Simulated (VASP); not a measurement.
Level of theory: PBE GGA, VASP's PBE PAW potentials (set 64) (plane waves; VASP).

A VASP calculation is set up with these files.

POSCAR:
```
GaN
1
    3.1895680000     0.0000000000     0.0000000000
   -1.5947840000     2.7622460000     0.0000000000
    0.0000000000     0.0000000000     5.1933980000
Ga N
2 2
Direct
  0.6666670000   0.3333330000   0.4990800000
  0.3333330000   0.6666670000   0.9990800000
  0.6666670000   0.3333330000   0.8759200000
  0.3333330000   0.6666670000   0.3759200000
```

### INCAR
```
# general
SYSTEM =GaN
PREC   =Accurate
ENCUT  =560   # plane-wave cut-off (eV)
LREAL  =.FALSE.   # projection in real space or not
LASPH  =.TRUE.   # aspherical one-centre terms

# electronic loop
EDIFF  =1E-09
NELM   =100
ALGO   =Normal   # blocked Davidson
LMAXMIX=4   # l cut-off of mixed one-centre charges

# smearing
ISMEAR =0   # Gaussian
SIGMA  =0.01   # width (eV)

# functional
GGA    =PE   # PBE

# ions
IBRION =2
NSW    =50   # most ionic steps
ISIF   =3   # ions, shape and volume
EDIFFG =-0.005   # ionic stop

# output
LWAVE  =.FALSE.
LCHARG =.FALSE.
```

KPOINTS:
```
Regular mesh
0
gamma
 9 9 6
```

POTCAR, in this order: Ga_d N (PBE.64 set). Program: vasp_std.

Gaps are read on the run's mesh, which can miss a band edge. Energy and stress use the plane-wave basis of the starting cell.

Q: What does the run give for the energy per atom (σ→0), volume per atom, band gap (on the k-mesh)?

A: 
| Quantity | Result |
|---|---|
| energy per atom (σ→0) | -6.082 eV/atom |
| band gap (on the k-mesh) | 1.71 eV |
| volume per atom | 11.76 Å³/atom |

File OSZICAR:
```
...
DAV:   9    -0.243273172953E+02    0.29671E-06   -0.65123E-07  3088   0.990E-03    0.349E-03
DAV:  10    -0.243273172714E+02    0.23866E-07   -0.25027E-07  3064   0.361E-03    0.184E-03
DAV:  11    -0.243273173365E+02   -0.65147E-07   -0.38631E-08  2550   0.141E-03    0.231E-04
DAV:  12    -0.243273173426E+02   -0.60718E-08   -0.24123E-09  2040   0.579E-04    0.391E-04
DAV:  13    -0.243273173375E+02    0.51450E-08   -0.57815E-10  1158   0.293E-04    0.195E-04
DAV:  14    -0.243273173332E+02    0.43165E-08   -0.27201E-10  1128   0.145E-04    0.595E-05
DAV:  15    -0.243273173326E+02    0.57389E-09   -0.57053E-11  1104   0.872E-05
   3 F= -.24327317E+02 E0= -.24327317E+02  d E =-.198420E-01
```

The structure comes from a computed database's GaN entry; how it stands against other phases isn't given here. This run relaxes it. Symmetry was kept, so distortions that lower it aren't found. The run is one of a series of settings (EDIFF = 1E-09, EDIFFG = -0.005, ENCUT = 560, IBRION = 2, ISIF = 3, NSW = 50, KPOINTS 9×9×6 Γ-centred mesh against the base run), some of them coarse on purpose.
